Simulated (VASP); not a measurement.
Consider the following.

```yaml
crystal:
  lattice:
    - [0.00000, 2.40279, 2.40279]
    - [2.40279, 0.00000, 2.40279]
    - [2.40279, 2.40279, 0.00000]
  atoms:
    - { symbol: Na, position: [0.00000, 0.00000, 0.00000] }
    - { symbol: H, position: [0.50000, 0.50000, 0.50000] }
```

The numbers are results of PBE GGA, VASP's PBE PAW potentials (set 64) (plane waves; VASP), not measurements. Run with 400 eV cut-off, 9×9×9 Γ-centred mesh, Gaussian smearing of 0.010 eV, potentials Na_pv H.

### Question
Give the electronic dielectric tensor ε∞ (DFPT, local fields included).

### Answer

```
3.12  0.00  0.00
0.00  3.12  0.00
0.00  0.00  3.12
```

### Question
Give the Born effective charges.

### Answer

```tsv
atom	Z*xx	Z*yy	Z*zz	mean
Na1	0.97	0.97	0.97	0.97
H2	-0.97	-0.97	-0.97	-0.97
```

### Question
And the static tensor with the ions free?

### Answer

```
9.56  0.00  0.00
0.00  9.56  0.00
0.00  0.00  9.56
```

### Question
Which frequencies do the optical Γ-point modes have (no LO-TO splitting)?

### Answer
516 (×3) cm⁻¹.

The compound is NaH in the rock salt structure. It was relaxed first.
